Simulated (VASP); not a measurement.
All values below come from PBE GGA, VASP's PBE PAW potentials (set 64) (plane waves; VASP).

VASP input:

**INCAR**
```
SYSTEM = Cl2
PREC = Accurate
ENCUT = 300
EDIFF = 1E-6
NELM = 100
ALGO = Normal
LREAL = .FALSE.
LASPH = .TRUE.
ISMEAR = 0
SIGMA = 0.01
GGA = PE
LWAVE = .FALSE.
LCHARG = .FALSE.
ISIF = 2
```

KPOINTS:
```
Automatic
0
Gamma
10 10 4
```

### POSCAR
```
Cl2
3.7655350
  0.8459722191  -0.5332270182   0.0000000000
  0.8459722191   0.5332270182   0.0000000000
  0.0000000000   0.0000000000   2.1776193821
Cl
4
Cart
  0.8459722191  -0.4110967020   1.3169153213
  0.8459722191   0.4110967020   0.8607040608
  0.8459722191  -0.1221303162   0.2281056303
  0.8459722191   0.1221303162   1.9495137518
```

POTCAR, in this order: Cl (PBE.64 set). Program: vasp_std.

Output

OSZICAR:
```
       N       E                     dE             d eps       ncg     rms          rms(c)
DAV:   1     0.159056134032E+03    0.15906E+03   -0.96722E+03  3348   0.866E+02
DAV:   2     0.162981525257E+01   -0.15743E+03   -0.15469E+03  4760   0.214E+02
DAV:   3    -0.748429365645E+01   -0.91141E+01   -0.90948E+01  4100   0.629E+01
DAV:   4    -0.758591205890E+01   -0.10162E+00   -0.10157E+00  4260   0.759E+00
DAV:   5    -0.758738702540E+01   -0.14750E-02   -0.14748E-02  4064   0.866E-01    0.189E+01
DAV:   6    -0.728098510924E+01    0.30640E+00   -0.22235E-01  3660   0.319E+00    0.123E+01
DAV:   7    -0.718988465206E+01    0.91100E-01   -0.49431E-01  3602   0.461E+00    0.887E-01
DAV:   8    -0.717816071111E+01    0.11724E-01   -0.61259E-02  3534   0.179E+00    0.414E-01
DAV:   9    -0.717829189709E+01   -0.13119E-03   -0.17250E-03  4356   0.279E-01    0.110E-01
DAV:  10    -0.717837827647E+01   -0.86379E-04   -0.15130E-04  4242   0.865E-02    0.559E-02
DAV:  11    -0.717837884806E+01   -0.57159E-06   -0.42562E-05  3626   0.427E-02    0.920E-03
DAV:  12    -0.717838001452E+01   -0.11665E-05   -0.46020E-06  3644   0.151E-02    0.439E-03
DAV:  13    -0.717838032780E+01   -0.31328E-06   -0.63711E-07  1942   0.628E-03
   1 F= -.71783803E+01 E0= -.71783803E+01  d E =-.233163E-65
```

**OUTCAR**
```
------------------------ aborting loop because EDIFF is reached ----------------------------------------
  FORCE on cell =-STRESS in cart. coord.  units (eV):
  Direction    XX          YY          ZZ          XY          YZ          ZX
  --------------------------------------------------------------------------------------
  Total        0.7284284      1.8490056      4.4812083      0.0000000     -0.0000000      0.0000000
  in kB       11.1259523     28.2415493     68.4455833      0.0000000     -0.0000000      0.0000000
  external PRESSURE =      35.9376950 kB  Pullay stress =       0.0000000 kB
  volume of cell :      104.90
      direct lattice vectors                 reciprocal lattice vectors
     3.185538000 -2.007885000  0.000000000     0.156959358 -0.249018246  0.000000000
     3.185538000  2.007885000  0.000000000     0.156959358  0.249018246  0.000000000
     0.000000000  0.000000000  8.199902000     0.000000000  0.000000000  0.121952677
 POSITION                                       TOTAL-FORCE (eV/Angst)
 -----------------------------------------------------------------------------------
      3.18554     -1.54800      4.95889         0.000000      0.593285      1.082306
      3.18554      1.54800      3.24101         0.000000     -0.593285     -1.082306
      3.18554     -0.45989      0.85894         0.000000     -0.593285      1.082306
      3.18554      0.45989      7.34096         0.000000      0.593285     -1.082306
 -----------------------------------------------------------------------------------
    total drift:                               -0.000000     -0.000000      0.000000
  FREE ENERGIE OF THE ION-ELECTRON SYSTEM (eV)
  ---------------------------------------------------
  free  energy   TOTEN  =        -7.1783803278 eV

  energy  without entropy=       -7.1783803278  energy(sigma->0) =       -7.17838033
```
(Selected blocks of OUTCAR.)

At this cut-off the stress carries a Pulay error, which pulls relaxed volumes low.

The structure comes from a computed database's Cl2 entry; how it stands against other phases isn't given here. The cell was not relaxed at this level.
